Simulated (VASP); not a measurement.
Given:

```
CELL_PARAMETERS angstrom
      0.00000     2.73016     2.73016
      2.73016     0.00000     2.73016
      2.73016     2.73016     0.00000
ATOMIC_POSITIONS crystal
  Ce 0.00000 0.00000 0.00000
  O  0.25000 0.25000 0.25000
  O  0.75000 0.75000 0.75000
```

Calculation: optB88-vdW, VASP's PBE PAW potentials (set 64) (plane waves; VASP). Settings: 520 eV cut-off, 8×8×8 Γ-centred mesh, tetrahedra with Blöchl corrections, potentials Ce O.

Q: Estimate the energy per atom (σ→0).

A: 
```
Property                        Value
---------------------  --------------
energy per atom (σ→0)  -6.826 eV/atom
```

The absolute energy has meaning only against runs of the same code, potentials and settings.

The compound is CeO2 in the fluorite structure. It was relaxed first. The run is not spin-polarised, so no magnetic state was tried.
